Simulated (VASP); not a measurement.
# ZrC: Zr into a neighbouring Zr vacancy, part 2 of 4

How hard is this move in ZrC: Zr into a neighbouring Zr vacancy? Both ends are relaxed first, then a band of images between them. The start is a cell from a database of measured crystal structures.

VASP 6.6.1; PBEsol; plane waves and PAW (Zr_sv, C).

So far. Step 2 (Relax the host): The run ended after 3 ionic steps, 0.026 eV below its first step, once forces and stress met EDIFFG = -0.02.

The database entry behind the starting cell differs from later determinations by our own check (an axis about 0.7 % long against later determinations), so it need not match the best structure at ambient conditions.

### Step 3. Relax the start

System of this step: Zr7C8. The cell holds 15 atoms: 7 Zr and 8 C. Cell: a = 6.607 Å, b = 6.607 Å, c = 6.607 Å, α = 60.0°, β = 60.0°, γ = 60.0°. It derives from ZrC. Nearest the centre at fractional (0.250, 0.250, 0.500): C13 at 1.64 Å, Zr1 at 1.67 Å, C11 at 1.70 Å, Zr2 at 2.85 Å, C15 at 2.85 Å, C8 at 2.85 Å, C14 at 2.86 Å, Zr3 at 2.86 Å.

A path needs two true minima; the start is relaxed with symmetry off.

Contents of INCAR:

```
SYSTEM = Zr7C8
PREC = Normal
ENCUT = 400
EDIFF = 1E-05
NELM = 120
ISMEAR = 1
SIGMA = 0.15
LREAL = Auto
ALGO = Fast
GGA = PS
NBANDS = 73
LASPH = .TRUE.
LORBIT = 11
LWAVE = .FALSE.
LCHARG = .FALSE.
KPAR = 3
IBRION = 2
NSW = 60
ISIF = 2
EDIFFG = -0.05
POTIM = 0.4
MAXMIX = 40
ISYM = 0
```

Contents of POSCAR:

```
Zr7C8
1.0
    0.0000000000      4.6716499880      4.6716499880
    4.6716499880      0.0000000000      4.6716499880
    4.6716499880      4.6716499880      0.0000000000
Zr C
7 8
Direct
    0.2517263088      0.2496883395      0.7517911557
    0.2556829764      0.7462280168      0.2481929812
    0.2531737047      0.7483870818      0.7493141448
    0.7506015064      0.2517390499      0.2495201733
    0.7501957014      0.2477402771      0.7491068579
    0.7481771304      0.7505708205      0.2519929256
    0.7511406214      0.7488942364      0.7477583019
    0.0055149488     -0.0012050184      0.0000251230
    0.0013857569     -0.0021339812      0.4905271079
    0.0018262399      0.4991041463     -0.0009116037
   -0.0077220351      0.5061054542      0.5029613156
    0.4984309500      0.0044077189      0.0043376778
    0.4979309151      0.0027860254      0.4950134400
    0.4956769176      0.5013980916     -0.0009313868
    0.4979215525      0.5016577397      0.4980338310
```

Contents of KPOINTS:

```
Automatic mesh
0
Gamma
3 3 3
0 0 0
```

The projector-augmented-wave data sets are Zr_sv and C (PBE family, release 64).

On the command line:

```
$ mpirun -np 3 vasp_std
```

Output:

```text
[banner, memory and clock lines left out]
running    3 mpi-ranks, on    1 nodes
 distrk:  each k-point on    1 cores,    3 groups
 distr:  one band on    1 cores,    1 groups

 POSCAR found type information on POSCAR ZrC
 POSCAR found :  2 types and      15 ions
 [... a notice as in an earlier step ...]

 LDA part: xc-table for (Slater+PW92), standard interpolation
 POSCAR, INCAR and KPOINTS ok, starting setup
 FFT: planning ... GRIDC
 FFT: planning ... GRID_SOFT
 FFT: planning ... GRID
 WAVECAR not read
 entering main loop
       N       E                     dE             d eps       ncg     rms          rms(c)
DAV:   1     0.939283535631E+03    0.93928E+03   -0.53041E+04  2044   0.131E+03
DAV:   2    -0.655776654083E+02   -0.10049E+04   -0.97296E+03  2370   0.410E+02
DAV:   3    -0.156328017342E+03   -0.90750E+02   -0.88826E+02  2976   0.988E+01
DAV:   4    -0.164256748568E+03   -0.79287E+01   -0.79089E+01  3104   0.261E+01
DAV:   5    -0.164869682342E+03   -0.61293E+00   -0.61286E+00  2936   0.555E+00    0.555E+01
RMM:   6    -0.144928337945E+03    0.19941E+02   -0.90309E+01  2291   0.229E+01    0.251E+01
RMM:   7    -0.145740686694E+03   -0.81235E+00   -0.15071E+01  2752   0.953E+00    0.112E+01
RMM:   8    -0.145640761828E+03    0.99925E-01   -0.21901E+00  2688   0.412E+00    0.278E+00
RMM:   9    -0.145649059579E+03   -0.82978E-02   -0.79644E-01  3058   0.199E+00    0.125E+00
RMM:  10    -0.145665100801E+03   -0.16041E-01   -0.28631E-01  3307   0.113E+00    0.959E-01
RMM:  11    -0.145672121569E+03   -0.70208E-02   -0.86659E-02  3081   0.806E-01    0.350E-01
RMM:  12    -0.145674093051E+03   -0.19715E-02   -0.35572E-02  3282   0.519E-01    0.136E-01
RMM:  13    -0.145675248510E+03   -0.11555E-02   -0.14221E-02  3374   0.252E-01    0.978E-02
RMM:  14    -0.145675712479E+03   -0.46397E-03   -0.53150E-03  3419   0.167E-01    0.493E-02
RMM:  15    -0.145675919343E+03   -0.20686E-03   -0.22132E-03  3334   0.103E-01    0.159E-02
RMM:  16    -0.145676009914E+03   -0.90570E-04   -0.90988E-04  3026   0.676E-02    0.822E-03
RMM:  17    -0.145676053100E+03   -0.43186E-04   -0.41730E-04  2644   0.451E-02    0.808E-03
RMM:  18    -0.145676071263E+03   -0.18163E-04   -0.16636E-04  2584   0.337E-02    0.630E-03
RMM:  19    -0.145676079628E+03   -0.83648E-05   -0.10190E-04  2181   0.247E-02    0.805E-03
RMM:  20    -0.145676082658E+03   -0.30307E-05   -0.39618E-05  1786   0.181E-02
   1 F= -.14567608E+03 E0= -.14567692E+03  d E =-.145676E+03
 curvature:   0.00 expect dE= 0.000E+00 dE for cont linesearch  0.000E+00
 trial: gam= 0.00000 g(F)=  0.363E+00 g(S)=  0.000E+00 ort = 0.000E+00 (trialstep = 0.100E+01)
 search vector abs. value=  0.363E+00
 bond charge predicted
       N       E                     dE             d eps       ncg     rms          rms(c)
DAV:   1    -0.145934702434E+03   -0.25862E+00   -0.33236E+01  2188   0.244E+01    0.229E+00
RMM:   2    -0.145984250382E+03   -0.49548E-01   -0.52245E-01  2338   0.319E+00    0.251E+00
RMM:   3    -0.145973076404E+03    0.11174E-01   -0.89700E-02  2699   0.120E+00    0.256E+00
RMM:   4    -0.145970315519E+03    0.27609E-02   -0.26492E-02  3095   0.506E-01    0.254E+00
RMM:   5    -0.145979926689E+03   -0.96112E-02   -0.10482E-02  3060   0.464E-01    0.316E+00
RMM:   6    -0.145976523919E+03    0.34028E-02   -0.31134E-03  3222   0.176E-01    0.299E+00
RMM:   7    -0.145970116844E+03    0.64071E-02   -0.24790E-03  3019   0.231E-01    0.261E+00
RMM:   8    -0.145973378866E+03   -0.32620E-02   -0.12167E-03  3006   0.128E-01    0.277E+00
RMM:   9    -0.145960075309E+03    0.13304E-01   -0.93149E-03  3496   0.508E-01    0.188E+00
RMM:  10    -0.145949114449E+03    0.10961E-01   -0.30615E-02  3458   0.887E-01    0.420E-01
RMM:  11    -0.145948715893E+03    0.39856E-03   -0.35365E-03  2893   0.160E-01    0.352E-01
RMM:  12    -0.145948747163E+03   -0.31270E-04   -0.14858E-03  3107   0.106E-01    0.345E-01
RMM:  13    -0.145948735781E+03    0.11382E-04   -0.45952E-04  2594   0.518E-02    0.357E-01
RMM:  14    -0.145948743842E+03   -0.80606E-05   -0.32179E-04  2853   0.594E-02    0.347E-01
RMM:  15    -0.145948718770E+03    0.25071E-04   -0.10740E-04  2113   0.256E-02    0.337E-01
RMM:  16    -0.145948645955E+03    0.72815E-04   -0.86870E-05  2544   0.419E-02    0.310E-01
RMM:  17    -0.145948642943E+03    0.30119E-05   -0.26490E-06  1360   0.178E-02
   2 F= -.14594864E+03 E0= -.14594953E+03  d E =-.272560E+00
[...]
WARNING in EDDRMM: call to ZHEGV failed, returncode =   8  4     28
[... from here on, the cycles between the ionic steps are left out ...]
   3 F= -.14603224E+03 E0= -.14603299E+03  d E =-.356153E+00
[...]
WARNING in EDDRMM: call to ZHEGV failed, returncode =   8  4     29
   4 F= -.14606053E+03 E0= -.14606121E+03  d E =-.282909E-01
[...]
WARNING in EDDRMM: call to ZHEGV failed, returncode =   8  4     35
   5 F= -.14606343E+03 E0= -.14606415E+03  d E =-.311941E-01
   6 F= -.14606346E+03 E0= -.14606418E+03  d E =-.312252E-01
   7 F= -.14606635E+03 E0= -.14606709E+03  d E =-.288846E-02
   8 F= -.14606685E+03 E0= -.14606758E+03  d E =-.339122E-02
 curvature:  -0.91 expect dE=-0.894E-03 dE for cont linesearch -0.305E-06
 trial: gam= 0.25406 g(F)=  0.985E-03 g(S)=  0.000E+00 ort = 0.354E-04 (trialstep = 0.127E+01)
 search vector abs. value=  0.124E-02
 bond charge predicted
       N       E                     dE             d eps       ncg     rms          rms(c)
DAV:   1    -0.146067419167E+03   -0.57086E-03   -0.23405E-01  2180   0.222E+00    0.800E-02
RMM:   2    -0.146067772670E+03   -0.35350E-03   -0.39440E-03  2233   0.286E-01    0.900E-02
RMM:   3    -0.146067699534E+03    0.73136E-04   -0.63270E-04  2666   0.899E-02    0.476E-02
RMM:   4    -0.146067684050E+03    0.15484E-04   -0.25287E-04  2696   0.482E-02    0.323E-02
RMM:   5    -0.146067681961E+03    0.20888E-05   -0.64948E-05  2265   0.270E-02
   9 F= -.14606768E+03 E0= -.14606843E+03  d E =-.829722E-03
 trial-energy change:   -0.000830  1 .order   -0.000809   -0.001258   -0.000360
 step:   1.7729(harm=  1.7729)  dis= 0.00285  next Energy=  -146.067733 (dE=-0.881E-03)
 reached required accuracy - stopping structural energy minimisation
```

Wall time 4.7 min (3 MPI ranks of Intel Xeon Platinum 8259CL at 2.50GHz (Skylake/Cascade Lake), shared host); peak memory 0.76 GiB.

OUTCAR, selected parts (step 3):

```text
 Found     14 irreducible k-points:

   k-points           NKPTS =     14   k-points in BZ     NKDIM =     14   number of bands    NBANDS=     73

   dimension x,y,z NGX =    32 NGY =   32 NGZ =   32
   dimension x,y,z NGXF=    64 NGYF=   64 NGZF=   64

   ENCUT  =  400.0 eV  29.40 Ry    5.42 a.u.  10.77 10.77 10.77*2*pi/ulx,y,z

   NELECT =     116.0000    total number of electrons

 E-fermi :   7.7390

 k-point     1 :       0.0000    0.0000    0.0000
  band No.  band energies     occupation
    ...
     50       6.4990      2.00000
     51       6.5002      2.00000
     52       7.1724      2.00000
     53       7.1726      2.00000
     54       7.1732      2.00000
     55       8.3701     -0.00000
     56       8.3706     -0.00000
     57       8.3707     -0.00000
     58       8.4083     -0.00000
     59       8.4087     -0.00000
    ...

 k-point     2 :       0.3333    0.0000    0.0000
  band No.  band energies     occupation
    ...
     54       6.5634      2.00000
     55       7.2730      2.00010
     56       7.2773      2.00012
     57       7.3422      2.00118
     58       7.3472      2.00139
     59       8.6053     -0.00000
     60       8.6074     -0.00000
     61       9.1948     -0.00000
     62       9.1965     -0.00000
     63       9.3407     -0.00000
    ...

  Total       -3.5535746     -3.5582250     -3.5616892      0.0137284      0.0020515      0.0160834
  in kB      -27.9212680    -27.9578069    -27.9850263      0.1078675      0.0161193      0.1263707
  external PRESSURE =     -27.9547004 kB  Pullay stress =       0.0000000 kB

  energy-cutoff  :      400.00
  volume of cell :      203.91
      direct lattice vectors                 reciprocal lattice vectors
     0.000000000  4.671649988  4.671649988    -0.107028566  0.107028566  0.107028566
     4.671649988  0.000000000  4.671649988     0.107028566 -0.107028566  0.107028566
     4.671649988  4.671649988  0.000000000     0.107028566  0.107028566 -0.107028566

 POSITION                                       TOTAL-FORCE (eV/Angst)
 -----------------------------------------------------------------------------------
      4.67108      4.66877      2.33814        -0.016911      0.000684     -0.005116
      4.66777      2.33290      4.67266         0.012604     -0.011145      0.002197
      7.00365      4.66763      4.67475         0.017290     -0.000127     -0.008971
      2.33244      4.66790      4.67376         0.001416      0.001214     -0.002799
      4.66756      7.00406      4.67470         0.014833      0.005525      0.000612
      4.66927      4.66844      7.00968        -0.005528     -0.000469      0.007399
      7.00614      7.00344      7.00949         0.000382      0.002122     -0.001634
      9.33862      4.66996      4.67436         0.012508     -0.027518     -0.000104
      7.00243      7.00270      9.26120         0.025387      0.007173      0.006987
      7.00663      9.25561      7.01036        -0.009005      0.001840     -0.002227
      4.75642      7.00497      7.01031        -0.027430     -0.006361     -0.016567
      9.26160      7.00550      7.00873        -0.027586     -0.009284      0.017921
      7.00615      4.74944      7.00970        -0.004186      0.014206     -0.001084
      7.00372      7.00234      4.75605        -0.007169      0.008049      0.008878
      4.66678      4.66766      4.67450         0.013393      0.014091     -0.005492
 -----------------------------------------------------------------------------------
    total drift:                                0.005412      0.015353     -0.006243

  FREE ENERGIE OF THE ION-ELECTRON SYSTEM (eV)
  ---------------------------------------------------
  free  energy   TOTEN  =      -146.0676819612 eV

  energy  without entropy=     -146.0699308923  energy(sigma->0) =     -146.06843160

 total charge
# of ion       s       p       d       tot
------------------------------------------
    1        2.182   6.039   1.644   9.866
    2        2.182   6.040   1.645   9.867
    3        2.182   6.039   1.644   9.866
    4        2.182   6.039   1.644   9.866
    5        2.182   6.039   1.643   9.865
    6        2.182   6.039   1.644   9.866
    7        2.209   6.028   1.860  10.098
    8        0.887   1.466   0.000   2.353
    9        0.912   1.396   0.000   2.308
   10        0.912   1.396   0.000   2.308
   11        0.912   1.397   0.000   2.309
   12        0.912   1.395   0.000   2.307
   13        0.912   1.395   0.000   2.307
   14        0.912   1.395   0.000   2.307
   15        0.887   1.466   0.000   2.353
--------------------------------------------------
tot         22.549  53.571  11.726  87.846

[... 1 part as in an earlier step ...]

[... 7 further parts left out ...]
```

CONTCAR:

```
Zr7C8
   1.00000000000000
     0.0000000000000000    4.6716499880000004    4.6716499880000004
     4.6716499880000004    0.0000000000000000    4.6716499880000004
     4.6716499880000004    4.6716499880000004    0.0000000000000000
  Zr              C
     7     8
Direct
     0.2500006893018908    0.2504948065198771    0.7493826953129333
     0.2502105309089036    0.7500049906737085    0.2491639867935569
     0.2503112837956761    0.7503522466698915    0.7488288282153035
     0.7501866201459318    0.2502655745566859    0.2490099456507357
     0.7503980770032419    0.2502538571785091    0.7488699007560439
     0.7501465437497956    0.7503247734003402    0.2491662350755937
     0.7499268213513502    0.7505044092072829    0.7492090044783626
     0.0006096360296422    0.9999707966568894    0.9990281241960219
     0.9912411797842312    0.9911844833730752    0.5077361568057905
     0.9910130827278935    0.5096034467070680    0.9902165095414730
     0.9909625572972768    0.5096449113783895    0.5085016876080081
     0.5086669356134467    0.9916013125644655    0.9909101709215601
     0.5087058679660348    0.9917708012673098    0.5079450467235446
     0.5088846862004399    0.5091810626009589    0.9900161451218338
     0.5003986833242543    0.5002105257455475    0.4987476079992453
```

Relaxation path:

```csv
step,energy less that of the first step (eV),largest force (eV/Å)
1,0.0000,1.3225
2,-0.2726,0.8262
3,-0.3562,0.5314
4,-0.3844,0.1881
5,-0.3873,0.1512
6,-0.3874,0.1520
7,-0.3903,0.0861
8,-0.3908,0.0833
9,-0.3916,0.0342
```

The atoms that moved most (Å):

```csv
atom,dx,dy,dz,length
C12,-0.123,-0.015,-0.012,0.124
C13,0.009,0.111,-0.001,0.111
C14,-0.006,0.019,0.098,0.100
C9,0.049,0.033,-0.079,0.098
C10,0.008,-0.092,-0.001,0.092
C11,0.042,0.020,0.010,0.048
C8,0.001,-0.028,-0.017,0.033
Zr2,0.022,-0.021,-0.008,0.032
```

The relaxed structure:

```cif
data_structure
_symmetry_space_group_name_H-M 'P 1'
_symmetry_Int_Tables_number 1
_cell_length_a 6.6067
_cell_length_b 6.6067
_cell_length_c 6.6067
_cell_angle_alpha 60.000
_cell_angle_beta 60.000
_cell_angle_gamma 60.000
_cell_volume 203.91
loop_
_atom_site_label
_atom_site_type_symbol
_atom_site_fract_x
_atom_site_fract_y
_atom_site_fract_z
_atom_site_occupancy
Zr1 Zr 0.25000 0.25049 0.74938 1
Zr2 Zr 0.25021 0.75000 0.24916 1
Zr3 Zr 0.25031 0.75035 0.74883 1
Zr4 Zr 0.75019 0.25027 0.24901 1
Zr5 Zr 0.75040 0.25025 0.74887 1
Zr6 Zr 0.75015 0.75032 0.24917 1
Zr7 Zr 0.74993 0.75050 0.74921 1
C8 C 0.00061 0.99997 0.99903 1
C9 C 0.99124 0.99118 0.50774 1
C10 C 0.99101 0.50960 0.99022 1
C11 C 0.99096 0.50964 0.50850 1
C12 C 0.50867 0.99160 0.99091 1
C13 C 0.50871 0.99177 0.50795 1
C14 C 0.50888 0.50918 0.99002 1
C15 C 0.50040 0.50021 0.49875 1
```

Numbers from this step:

```yaml
electronic_cycles: 90
electrons: 116
free_energy_toten: -146.0677 eV
energy_at_zero_smearing: -146.0684 eV
fermi_energy: 7.739 eV
```

The run ended after 9 ionic steps, 0.392 eV below its first step, once the forces on the free atoms met EDIFFG = -0.05.

(Part 2 of 4 ends here.)

[Lines on the potential files, build, host, timing and source positions are cut from VASP's logs without a mark.]

[Logs are printed without paths, hosts, clocks, repeated set-up lines and the standing remarks that a program may print on its own settings, such as how far it seeks lower states.]

[Hosts, paths, dates, database ids (printed as entryN), source tags and the programs' standing remarks are cut or masked in the printed files.]

[Runs that stopped without an error message from VASP are left out.]
